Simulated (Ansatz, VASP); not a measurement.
One calculation of Be3AsN, two programs

```
CELL_PARAMETERS angstrom
3.61004 0.00000 0.00000
0.00000 3.61004 0.00000
0.00000 0.00000 3.61004
ATOMIC_POSITIONS crystal
Be 0.00000 0.50000 0.50000
Be 0.50000 0.00000 0.50000
Be 0.50000 0.50000 0.00000
As 0.00000 0.00000 0.00000
N 0.50000 0.50000 0.50000
```

The cell comes from a database or a generator and needn't be the stable form of this composition.

Alike in both runs: task relaxation of cell and atoms; functional PBE; k mesh 8 × 8 × 8; occupations gaussian, width 0.02 eV; no spin polarisation.

|  | VASP | Ansatz |
| --- | --- | --- |
| version | VASP 6.6.1 | Ansatz 0.2.0 |
| potentials or method | VASP PAW PBE potentials, release 64 (Be, As, N) | scalar-relativistic, plane waves, PAW |
| plane-wave cutoff (eV) | 600 | 420 |
| valence electrons in the cell | 16 | 26 |

|  | VASP | Ansatz | Ansatz less VASP |
| --- | --- | --- | --- |
| gap on the k mesh at the Fermi level, each at its own relaxed structure (eV) | 0.86 | 0.88 | +0.015 |
| relaxed volume (Å³/atom) | 9.46 | 9.44 | -0.018 |
| relaxed cell length with the largest relative difference (Å) | 3.616 | 3.614 | -0.0023 |

The two sets of potentials don't hold the same shells in valence.

A k mesh can miss the band edges.
